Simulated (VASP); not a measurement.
Output of a VASP run:

### OUTCAR
```
 ion  position               nearest neighbor table
   1  0.000  0.000  0.000-
  LATTYP: Found a face centered cubic cell.
 ALAT       =     4.9209282156
 Subroutine PRICEL returns:
 Original cell was already a primitive cell.
 Subroutine GETGRP returns: Found 48 space group operations
The static configuration has the point symmetry O_h .
The dynamic configuration has the point symmetry O_h .
 Subroutine INISYM returns: Found 48 space group operations
 Subroutine IBZKPT returns following result:
 Found     84 irreducible k-points:

 Following reciprocal coordinates:
            Coordinates               Weight
  0.000000  0.000000  0.000000      1.000000
  0.076923  0.000000  0.000000      8.000000
  0.153846  0.000000  0.000000      8.000000
  0.230769  0.000000  0.000000      8.000000
  0.307692  0.000000  0.000000      8.000000
  0.384615  0.000000  0.000000      8.000000
  0.461538  0.000000  0.000000      8.000000
  0.076923  0.076923  0.000000      6.000000
  0.153846  0.076923  0.000000     24.000000
  0.230769  0.076923  0.000000     24.000000
  0.307692  0.076923  0.000000     24.000000
  0.384615  0.076923  0.000000     24.000000
  0.461538  0.076923  0.000000     24.000000
 -0.461538  0.076923  0.000000     24.000000
 -0.384615  0.076923  0.000000     24.000000
 -0.307692  0.076923  0.000000     24.000000
 -0.230769  0.076923  0.000000     24.000000
 -0.153846  0.076923  0.000000     24.000000
 -0.076923  0.076923  0.000000     12.000000
  0.153846  0.153846  0.000000      6.000000
  0.230769  0.153846  0.000000     24.000000
  0.307692  0.153846  0.000000     24.000000
  0.384615  0.153846  0.000000     24.000000
  0.461538  0.153846  0.000000     24.000000
 -0.461538  0.153846  0.000000     24.000000
 -0.384615  0.153846  0.000000     24.000000
 -0.307692  0.153846  0.000000     24.000000
 -0.230769  0.153846  0.000000     24.000000
 -0.153846  0.153846  0.000000     12.000000
  0.230769  0.230769  0.000000      6.000000
  0.307692  0.230769  0.000000     24.000000
  0.384615  0.230769  0.000000     24.000000
  0.461538  0.230769  0.000000     24.000000
 -0.461538  0.230769  0.000000     24.000000
 -0.384615  0.230769  0.000000     24.000000
 -0.307692  0.230769  0.000000     24.000000
 -0.230769  0.230769  0.000000     12.000000
  0.307692  0.307692  0.000000      6.000000
  0.384615  0.307692  0.000000     24.000000
  0.461538  0.307692  0.000000     24.000000
   k-points           NKPTS =     84   k-points in BZ     NKDIM =     84   number of bands    NBANDS=     11
   number of dos      NEDOS =    301   number of ions     NIONS =      1
   total plane-waves  NPLWV =  21952
   dimension x,y,z NGX =    28 NGY =   28 NGZ =   28
   dimension x,y,z NGXF=    56 NGYF=   56 NGZF=   56
   ions per type =               1
   PREC   = accura    normal or accurate (medium, high low for compatibility)
   ISTART =      0    job   : 0-new  1-cont  2-samecut
   ICHARG =      2    charge: 1-file 2-atom 10-const
   ISPIN  =      1    spin polarized calculation?
   LNONCOLLINEAR =      F non collinear calculations
   LSORBIT =      F    spin-orbit coupling
   INIWAV =      1    electr: 0-lowe 1-rand  2-diag
   ENCUT  =  520.0 eV  38.22 Ry    6.18 a.u.   6.47  6.47  6.47*2*pi/ulx,y,z
   NELM   =    100;   NELMIN=  2; NELMDL= -5     # of ELM steps
   EDIFF  = 0.1E-06   stopping-criterion for ELM
   LREAL  =      F    real-space projection
   NLSPLINE    = F    spline interpolate recip. space projectors
   LMAXMIX     =    4 max onsite mixed and CHGCAR
   VOSKOWN=      0    Vosko Wilk Nusair interpolation
   EDIFFG = 0.1E-05   stopping-criterion for IOM
   NSW    =      0    number of steps for IOM
   NBLOCK =      1;   KBLOCK =      1    inner block; outer block
   IBRION =     -1    ionic relax: 0-MD 1-quasi-New 2-CG
   NFREE  =      0    steps in history (QN), initial steepest desc. (CG)
...
```

### OSZICAR
```
       N       E                     dE             d eps       ncg     rms          rms(c)
DAV:   1     0.103558238213E+03    0.10356E+03   -0.75019E+03  1857   0.153E+03
DAV:   2     0.636690375844E+00   -0.10292E+03   -0.10102E+03  1899   0.338E+02
DAV:   3    -0.365700302761E+01   -0.42937E+01   -0.42718E+01  2251   0.843E+01
DAV:   4    -0.374257948778E+01   -0.85576E-01   -0.85538E-01  2250   0.130E+01
DAV:   5    -0.374605525139E+01   -0.34758E-02   -0.34757E-02  2326   0.244E+00    0.110E+00
DAV:   6    -0.286027141967E+01    0.88578E+00   -0.29534E+00  1854   0.277E+01    0.211E-01
DAV:   7    -0.288915280014E+01   -0.28881E-01   -0.24738E-01  2025   0.110E+01    0.294E-01
DAV:   8    -0.292139689641E+01   -0.32244E-01   -0.13576E-01  1854   0.539E+00    0.138E-01
DAV:   9    -0.297832740884E+01   -0.56931E-01   -0.24893E-02  1866   0.200E+00    0.934E-02
DAV:  10    -0.299265887337E+01   -0.14331E-01   -0.24286E-02  1902   0.314E+00    0.763E-02
DAV:  11    -0.299325650851E+01   -0.59764E-03   -0.33883E-03  1965   0.118E+00    0.236E-02
DAV:  12    -0.299344265897E+01   -0.18615E-03   -0.30114E-04  1974   0.203E-01    0.146E-02
DAV:  13    -0.299338845534E+01    0.54204E-04   -0.63462E-05  2103   0.165E-01    0.604E-03
DAV:  14    -0.299339153290E+01   -0.30776E-05   -0.27704E-06  2022   0.186E-02    0.514E-03
DAV:  15    -0.299338968976E+01    0.18431E-05   -0.16587E-06  1914   0.165E-02    0.326E-03
DAV:  16    -0.299339073785E+01   -0.10481E-05   -0.34699E-06  1878   0.272E-02    0.142E-03
DAV:  17    -0.299339047463E+01    0.26322E-06   -0.53354E-08  1594   0.347E-03    0.133E-03
DAV:  18    -0.299339035545E+01    0.11919E-06   -0.65930E-08  1281   0.321E-03    0.400E-04
DAV:  19    -0.299339022749E+01    0.12796E-06   -0.77286E-08  1869   0.373E-03    0.137E-04
DAV:  20    -0.299339022994E+01   -0.24547E-08   -0.10004E-09   939   0.428E-04
   1 F= -.29933902E+01 E0= -.29934429E+01  d E =0.157890E-03
```

### OUTCAR
```
------------------------ aborting loop because EDIFF is reached ----------------------------------------
  FORCE on cell =-STRESS in cart. coord.  units (eV):
  Direction    XX          YY          ZZ          XY          YZ          ZX
  --------------------------------------------------------------------------------------
  Total        0.3337377      0.3337377      0.3337377     -0.0000000      0.0000000      0.0000000
  in kB       17.9487744     17.9487744     17.9487744     -0.0000000      0.0000000      0.0000000
  external PRESSURE =      17.9487744 kB  Pullay stress =       0.0000000 kB
  volume of cell :       29.79
      direct lattice vectors                 reciprocal lattice vectors
     0.000000000  2.460464108  2.460464108    -0.203213694  0.203213694  0.203213694
     2.460464108  0.000000000  2.460464108     0.203213694 -0.203213694  0.203213694
     2.460464108  2.460464108  0.000000000     0.203213694  0.203213694 -0.203213694
 POSITION                                       TOTAL-FORCE (eV/Angst)
 -----------------------------------------------------------------------------------
      0.00000      0.00000      0.00000        -0.000000     -0.000000     -0.000000
 -----------------------------------------------------------------------------------
    total drift:                                0.000000      0.000000      0.000000
  FREE ENERGIE OF THE ION-ELECTRON SYSTEM (eV)
  ---------------------------------------------------
  free  energy   TOTEN  =        -2.9933902299 eV

  energy  without entropy=       -2.9935481203  energy(sigma->0) =       -2.99344286
```
(Selected blocks of OUTCAR.)

File POSCAR:
```
Pb
1
    0.0000000000     2.4604641078     2.4604641078
    2.4604641078     0.0000000000     2.4604641078
    2.4604641078     2.4604641078     0.0000000000
Pb
1
Direct
  0.0000000000   0.0000000000   0.0000000000
```

Reconstruct the remaining input files.

Several could match; the one computed here: the input of the run itself, TPSS meta-GGA, plane waves, VASP's PBE PAW potentials (set 64).

KPOINTS:
```
Automatic mesh
0
Gamma
13 13 13
0 0 0
```

### INCAR
```
# general
SYSTEM  = Pb
PREC    = Accurate
ENCUT   = 520
LREAL   = .FALSE.
LASPH   = .TRUE.

# electronic loop
EDIFF   = 1E-7
NELM    = 100
ALGO    = Normal
LMAXMIX = 4
LMIXTAU = .TRUE.

# smearing
ISMEAR  = 1
SIGMA   = 0.1

# functional
METAGGA = TPSS

# ions
ISIF    = 2

# output
LWAVE   = .FALSE.
LCHARG  = .FALSE.
```

POTCAR, in this order: Pb_d (PBE.64 set). Program: vasp_std.

The compound is Pb in the fcc structure. This cell is one point of a volume scan, at 0.97 of the reference volume.
